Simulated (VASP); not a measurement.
## PdC (relaxed from the CsCl type structure, space group Pm-3m): computed properties

Computed with PBEsol GGA, VASP's PBE PAW potentials (set 64) (plane waves; VASP).

```yaml
space_group: Pm-3m (221)
cell: a = b = c = 2.733 Å, α = β = γ = 90.00°
volume_per_atom: 10.21 Å³/atom
band gap (over mesh and band path): none (metal, semimetal or under 0.01 eV)
density: 9.63 g/cm³
```

```
PdC
1.0
    2.73290     0.00000     0.00000
    0.00000     2.73290     0.00000
    0.00000     0.00000     2.73290
Pd C
1 1
Direct
  0.00000   0.00000   0.00000
  0.50000   0.50000   0.50000
```

The structure was generated: PdC was put into the CsCl type type (Pm-3m), which need not be its known phase. It was relaxed first, which changed the volume by -7 %. Symmetry was kept, so distortions that lower it aren't found.
